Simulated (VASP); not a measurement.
Output of a VASP run:

OSZICAR:
```
...
       N       E                     dE             d eps       ncg     rms          rms(c)
DAV:   1    -0.465297286073E+03    0.12533E-02   -0.83564E-01   944   0.210E+00    0.207E-01
RMM:   2    -0.465298849318E+03   -0.15632E-02   -0.18373E-02   914   0.368E-01    0.203E-01
RMM:   3    -0.465299243117E+03   -0.39380E-03   -0.43743E-03  1163   0.160E-01    0.114E-01
RMM:   4    -0.465299255947E+03   -0.12830E-04   -0.95702E-04  1325   0.714E-02    0.950E-02
RMM:   5    -0.465299235896E+03    0.20051E-04   -0.38562E-04  1308   0.444E-02    0.339E-02
RMM:   6    -0.465299251230E+03   -0.15334E-04   -0.18842E-04  1304   0.254E-02    0.219E-02
RMM:   7    -0.465299256477E+03   -0.52477E-05   -0.76756E-05   952   0.155E-02
  57 F= -.46529926E+03 E0= -.46529926E+03  d E =-.711771E-03  mag=     2.0000
       N       E                     dE             d eps       ncg     rms          rms(c)
DAV:   1    -0.465299037308E+03    0.21392E-03   -0.11133E-01   944   0.769E-01    0.780E-02
RMM:   2    -0.465299262285E+03   -0.22498E-03   -0.26067E-03   946   0.136E-01    0.744E-02
RMM:   3    -0.465299319952E+03   -0.57667E-04   -0.63616E-04  1261   0.585E-02    0.426E-02
RMM:   4    -0.465299323163E+03   -0.32113E-05   -0.15020E-04  1266   0.275E-02    0.353E-02
RMM:   5    -0.465299322515E+03    0.64840E-06   -0.73238E-05  1129   0.183E-02
  58 F= -.46529932E+03 E0= -.46529932E+03  d E =-.777808E-03  mag=     2.0000
       N       E                     dE             d eps       ncg     rms          rms(c)
DAV:   1    -0.465297745347E+03    0.15778E-02   -0.95398E-01   944   0.224E+00    0.212E-01
RMM:   2    -0.465299527761E+03   -0.17824E-02   -0.20666E-02   914   0.386E-01    0.199E-01
RMM:   3    -0.465299972031E+03   -0.44427E-03   -0.48591E-03  1156   0.168E-01    0.114E-01
RMM:   4    -0.465299990725E+03   -0.18694E-04   -0.10424E-03  1339   0.742E-02    0.932E-02
RMM:   5    -0.465299973404E+03    0.17322E-04   -0.41095E-04  1326   0.458E-02    0.340E-02
RMM:   6    -0.465299989838E+03   -0.16435E-04   -0.19902E-04  1313   0.256E-02    0.203E-02
RMM:   7    -0.465299995277E+03   -0.54385E-05   -0.81056E-05   964   0.155E-02
  59 F= -.46530000E+03 E0= -.46530000E+03  d E =-.672762E-03  mag=     2.0000
       N       E                     dE             d eps       ncg     rms          rms(c)
DAV:   1    -0.465299926564E+03    0.63274E-04   -0.35791E-02   960   0.435E-01    0.433E-02
RMM:   2    -0.465300006895E+03   -0.80331E-04   -0.90524E-04  1040   0.770E-02    0.391E-02
RMM:   3    -0.465300026241E+03   -0.19345E-04   -0.21632E-04  1248   0.322E-02    0.225E-02
RMM:   4    -0.465300029238E+03   -0.29972E-05   -0.69657E-05   845   0.164E-02
  60 F= -.46530003E+03 E0= -.46530003E+03  d E =-.706723E-03  mag=     2.0000
       N       E                     dE             d eps       ncg     rms          rms(c)
DAV:   1    -0.465298773898E+03    0.12523E-02   -0.78577E-01   944   0.203E+00    0.193E-01
RMM:   2    -0.465300233693E+03   -0.14598E-02   -0.16893E-02   916   0.350E-01    0.188E-01
RMM:   3    -0.465300589644E+03   -0.35595E-03   -0.39501E-03  1155   0.152E-01    0.108E-01
RMM:   4    -0.465300601234E+03   -0.11591E-04   -0.85513E-04  1319   0.666E-02    0.876E-02
RMM:   5    -0.465300583367E+03    0.17868E-04   -0.34952E-04  1276   0.420E-02    0.314E-02
RMM:   6    -0.465300596740E+03   -0.13373E-04   -0.16671E-04  1234   0.236E-02    0.196E-02
RMM:   7    -0.465300601115E+03   -0.43752E-05   -0.65255E-05   879   0.137E-02
  61 F= -.46530060E+03 E0= -.46530060E+03  d E =-.571877E-03  mag=     2.0000
```

### OUTCAR
```
------------------------ aborting loop because EDIFF is reached ----------------------------------------
  FORCE on cell =-STRESS in cart. coord.  units (eV):
  Direction    XX          YY          ZZ          XY          YZ          ZX
  --------------------------------------------------------------------------------------
  Total      -12.9463184    -11.2477019      9.2705824     -0.3315278      1.7386945     -0.8971814
  in kB      -28.1305728    -24.4397123     20.1437032     -0.7203645      3.7779445     -1.9494520
  external PRESSURE =     -10.8088607 kB  Pullay stress =       0.0000000 kB
  volume of cell :      737.36
      direct lattice vectors                 reciprocal lattice vectors
     7.892156286  0.000000000  0.000000000     0.126708084  0.000000000  0.000000000
     0.000000000  7.892156286  0.000000000     0.000000000  0.126708084  0.000000000
     0.000000000  0.000000000 11.838234429     0.000000000  0.000000000  0.084472056
 POSITION                                       TOTAL-FORCE (eV/Angst)
 -----------------------------------------------------------------------------------
      7.84577      0.05318      0.16074         0.019857      0.010457      0.002133
      7.77252      0.01465      3.97925        -0.008827     -0.002330     -0.001384
      7.79635      7.88829      7.99984        -0.005622      0.005044     -0.000083
      7.86332      4.00507      0.11890        -0.011223     -0.006729      0.008662
      7.75587      3.95795      3.95279         0.006201      0.001186     -0.001636
      7.83640      3.93103      8.00907         0.007875      0.007953      0.001016
      3.91698      0.05163      0.19678        -0.006889      0.015243     -0.011199
      4.05603      0.01284      3.98839         0.001253     -0.001874      0.000582
      4.04363      7.88777      7.98169         0.011037     -0.000970      0.015314
      3.90884      4.00977      0.14219         0.027249     -0.010703      0.000781
      4.07795      3.95891      3.95884        -0.010944     -0.000816      0.004297
      3.98164      3.93497      8.02120        -0.002265      0.008101      0.000492
      1.96007      2.04008      2.18934         0.001864      0.003104      0.000603
      1.97176      1.86491      6.00243         0.000987     -0.002379      0.002971
      1.92179      2.02518     10.01280         0.002077     -0.025557     -0.006981
      1.95911      5.90337      2.18526        -0.003287     -0.001655     -0.010411
      1.97003      6.02363      5.98927         0.002618      0.011238      0.019620
      1.91660      6.03190      9.97851        -0.005741      0.007176      0.004053
      5.90784      2.00058      2.08529        -0.001813     -0.001906      0.005852
      5.91662      1.99523      6.03224        -0.001681     -0.008053      0.014911
      5.85124      2.04342      9.99814         0.004057      0.001758     -0.020878
      5.90757      5.94719      2.08242         0.003571     -0.001359      0.006861
      5.91782      5.91033      6.03297        -0.001948     -0.014850      0.022931
      5.85175      5.98577      9.99720        -0.001640     -0.010575     -0.015529
      1.97950      0.02255      2.30414        -0.000179     -0.001257     -0.000178
      0.01158      1.97997      1.88621        -0.003253     -0.015498     -0.004603
      1.96402      1.67142     11.79408         0.000113      0.011159      0.004047
      1.98096      7.89156      6.03071        -0.000116     -0.016328     -0.020631
      0.04253      2.07061      5.77296        -0.001812     -0.004050     -0.006646
      1.97468      2.40732      4.01510        -0.005027      0.001140     -0.006013
      2.00451      7.80827      9.38339        -0.002150      0.000390     -0.009625
      0.03653      1.84546      9.75066        -0.000759      0.006124     -0.004172
      1.98121      2.35287      7.75333         0.000388      0.004058      0.007168
      1.94490      3.96912      1.65405        -0.003145     -0.006029     -0.000941
      0.01226      5.96778      1.87659        -0.007677      0.007511      0.003766
      1.96768      6.24082     11.77962         0.003105     -0.013789     -0.003189
      0.03700      5.83860      5.75957        -0.005436      0.006621     -0.009921
      1.97588      5.51564      4.00649        -0.004348     -0.006054     -0.002298
      2.04289      3.88472     10.05293         0.006624      0.010361     -0.003784
      0.03593      5.78731      9.75697         0.010469      0.002513      0.001538
      1.97251      5.45773      7.71447         0.000855      0.003042      0.010874
      5.89551      0.01403      1.82118        -0.006941     -0.000905      0.011625
      3.91917      2.00395      1.87795         0.001638     -0.004607     -0.011415
      5.92778      2.02240     11.80137        -0.000928     -0.012659      0.013317
      5.91626      7.88873      5.80758         0.002739      0.003378     -0.000961
      3.90839      2.07465      5.77512        -0.000105     -0.002398     -0.006993
      5.91808      1.91338      3.90658        -0.004808     -0.003175     -0.012990
      5.99790      7.83697      9.81015         0.005038      0.018373      0.000146
      3.96274      1.81262      9.75626        -0.000931      0.000971      0.004876
      5.92690      1.89991      7.85156        -0.002652     -0.002132      0.002554
      5.91784      3.96092      1.92929         0.001473     -0.004066      0.000181
      3.91706      5.94515      1.87074         0.002695     -0.000928      0.003026
      5.92212      5.83197     11.79582         0.000153      0.006967      0.010891
      5.92365      3.94563      5.78666         0.000067     -0.003912     -0.005510
      3.91277      5.83183      5.77227         0.000902      0.006205     -0.007913
      5.91540      5.97414      3.90200        -0.005391      0.000068     -0.002078
...
```
(Selected blocks of OUTCAR.)

POSCAR:
```
Sr12Ti12O35
1
    7.8921562860     0.0000000000     0.0000000000
    0.0000000000     7.8921562860     0.0000000000
    0.0000000000     0.0000000000    11.8382344290
Sr Ti O
12 12 35
Direct
  0.9970155596   0.0004574184   0.9998834035
  0.9881270217   0.9985941201   0.3222733156
  0.9891069438   0.0012729859   0.6788024947
  0.9965264748   0.4999178204   0.0003201691
  0.9855220935   0.4993708413   0.3227568374
  0.9852318511   0.4993412712   0.6778406202
  0.5030694690   0.0001678081   0.9999988484
  0.5113075567   0.9988328303   0.3214211116
  0.5103158203   0.0007332741   0.6793095058
  0.5034244654   0.5001582426   0.0001429295
  0.5129136167   0.4997978895   0.3234731492
  0.5129886650   0.5000178517   0.6775819962
  0.2508833204   0.2524373258   0.1647798817
  0.2492269669   0.2360210098   0.4996933374
  0.2494119086   0.2546690220   0.8346189882
  0.2503779943   0.7476560389   0.1706880842
  0.2504301063   0.7643012231   0.5008096143
  0.2491382953   0.7503836040   0.8408272039
  0.7507599553   0.2493456052   0.1615999234
  0.7474739603   0.2507290698   0.4985727515
  0.7490529162   0.2510739383   0.8339689442
  0.7502234908   0.7493733230   0.1665852665
  0.7493061282   0.7436464135   0.5024016349
  0.7496255490   0.7517940790   0.8386493591
  0.2497421161   0.9996412315   0.1775112681
  0.9997751572   0.2486635626   0.1702989258
  0.2492849687   0.2484197056   0.9995198520
  0.2518533693   0.9992729822   0.4993924308
  0.0059258329   0.2846764217   0.5016898429
  0.2492496229   0.2731857835   0.3414716785
  0.2500715656   0.9977696946   0.8186479040
  0.0003738152   0.2468463445   0.8315837544
  0.2488917851   0.2724874458   0.6617022638
  0.2499046462   0.4989000509   0.1665279364
  0.0003155328   0.7515564369   0.1676553655
  0.2497186656   0.7490832977   0.9994144628
  0.0056931406   0.7197542734   0.4961162834
  0.2505687376   0.7247639334   0.3376971430
  0.2504747182   0.4995059283   0.8292045845
  0.0009513334   0.7506589794   0.8284130413
  0.2471840142   0.7229778305   0.6579704387
  0.7496316672   0.0004671290   0.1687570637
  0.4988829916   0.2484649403   0.1710600518
  0.7494358712   0.2502008096   0.0006936329
  0.7444728961   0.0014266864   0.4996072702
  0.4947994848   0.2871353922   0.5005444169
  0.7495785625   0.2466562809   0.3350525764
  0.7499759929   0.9993505395   0.8319766590
  0.4986937798   0.2467304794   0.8317418397
  0.7487056692   0.2468267420   0.6658636440
  0.7496267110   0.4997189402   0.1693141711
  0.4991941158   0.7515409617   0.1657985084
  0.7500587302   0.7499633569   0.9997675751
  0.7515874627   0.5024052685   0.4995236792
  0.4943938433   0.7175082687   0.4979502990
  0.7472226738   0.7543432056   0.3324407528
  0.7499136941   0.4999502838   0.8315035369
  0.4985929183   0.7507042630   0.8270125583
  0.7513877847   0.7539625438   0.6641662183
```

### Question
Reconstruct the remaining input files.

### Answer
One answer among several that fit: the input of the run itself, PBE GGA, plane waves, VASP's PBE PAW potentials (set 64).

### KPOINTS
```
K-points
0
gamma
1 1 1
0 0 0
```

INCAR:
```
ALGO = Fast
EDIFF = 1E-5
EDIFFG = -0.03
ENCUT = 400
GGA = PE
IBRION = 2
ISIF = 2
ISMEAR = 0
ISPIN = 2
ISYM = 0
LASPH = .True.
LCHARG = .False.
LMAXMIX = 4
LORBIT = 10
LREAL = Auto
LWAVE = .False.
MAGMOM = 59*0.0339
NELM = 100
NELMIN = 4
NSW = 120
NUPDOWN = 2
PREC = Normal
SIGMA = 0.05
SYSTEM = Sr12Ti12O35
```

POTCAR, in this order: Sr_sv Ti O (PBE.64 set). Program: vasp_gam.

At this cut-off the stress carries a Pulay error, which pulls relaxed volumes low. The supercell is sampled at Γ alone, which is coarse: total energies, pressure and levels can be off, energies of defects by several tenths of an eV.

The cell is a supercell with a defect, built from SrTiO3 (cubic perovskite, the ideal cubic form; the compound distorts at low or room temperature): vac_O.
